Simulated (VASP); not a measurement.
InGaO2:

```
CELL_PARAMETERS angstrom
5.70300 0.00000 0.00000
0.00000 5.70300 0.00000
0.00000 0.00000 8.19700
ATOMIC_POSITIONS crystal
In 0.30594 0.69406 0.75000
In 0.69406 0.30594 0.25000
In 0.19406 0.19406 0.50000
In 0.80594 0.80594 0.00000
Ga 0.20730 0.20730 0.00000
Ga 0.70730 0.29270 0.75000
Ga 0.29270 0.70730 0.25000
Ga 0.79270 0.79270 0.50000
O 0.28739 0.39321 0.17897
O 0.39321 0.28739 0.82103
O 0.78739 0.10679 0.57103
O 0.89321 0.21261 0.92897
O 0.21261 0.89321 0.07103
O 0.10679 0.78739 0.42897
O 0.60679 0.71261 0.32103
O 0.71261 0.60679 0.67897
```

The cell was built by a generator and needn't be a form met in nature.

- Program: VASP 6.6.1
- Task: relaxation of cell and atoms
- Functional: PBE
- Potentials or basis: VASP PAW PBE potentials, release 64 (In_d, Ga_d, O)
- Cutoff: 520 eV
- k mesh: 4 × 4 × 4
- Occupations: gaussian, width 0.03 eV
- Spin: no spin polarisation

At the start: pressure 0.6 GPa; volume 16.66 Å³/atom.

Task: How do energy, volume and symmetry change on relaxing?

Result: Over 27 steps the energy falls by 4.0 meV/atom and the volume is 17.17 Å³/atom (+3.0 %); space group P4_12_12 (No. 92, to 0.05 Å).

The path:
```csv
step,energy change (eV),largest force (eV/Å),pressure (GPa),volume (Å³)
1,0.0000,0.1018,0.59,266.60
2,-0.0115,0.1124,-0.10,268.95
3,-0.0124,0.1204,-0.59,270.49
4,-0.0203,0.1047,-0.57,270.60
5,-0.0341,0.0966,-0.44,270.89
6,-0.0354,0.1087,-0.35,271.00
7,-0.0403,0.0539,0.25,269.48
8,-0.0403,0.0526,0.30,269.43
9,-0.0450,0.0396,0.33,269.78
10,-0.0501,0.0775,0.31,270.72
11,-0.0531,0.0889,-0.01,271.98
12,-0.0531,0.0920,-0.07,272.22
13,-0.0551,0.0813,-0.10,272.50
14,-0.0590,0.0515,-0.16,273.28
15,-0.0596,0.0809,-0.25,274.83
16,-0.0605,0.0486,-0.23,274.12
17,-0.0617,0.0455,0.13,273.50
18,-0.0618,0.0434,0.06,273.60
19,-0.0625,0.0306,0.07,273.71
20,-0.0633,0.0359,0.10,274.03
21,-0.0636,0.0321,0.00,274.53
22,-0.0636,0.0230,0.01,274.43
23,-0.0636,0.0209,0.03,274.41
24,-0.0636,0.0227,0.01,274.42
25,-0.0637,0.0147,-0.03,274.50
26,-0.0638,0.0100,-0.03,274.56
27,-0.0638,0.0087,-0.05,274.66
```

Final structure:
```
In Ga O
1.0
     5.72381    0.00000    0.00000
     0.00000    5.72381    0.00000
     0.00000    0.00000    8.38350
In Ga O
4 4 8
Direct
  0.31930 0.68070 0.75000
  0.68070 0.31930 0.25000
  0.18070 0.18070 0.50000
  0.81930 0.81930 0.00000
  0.21438 0.21438 0.00000
  0.71438 0.28562 0.75000
  0.28562 0.71438 0.25000
  0.78562 0.78562 0.50000
  0.28751 0.40462 0.17366
  0.40462 0.28751 0.82634
  0.78751 0.09538 0.57634
  0.90462 0.21249 0.92366
  0.21249 0.90462 0.07634
  0.09538 0.78751 0.42366
  0.59538 0.71249 0.32634
  0.71249 0.59538 0.67366
```
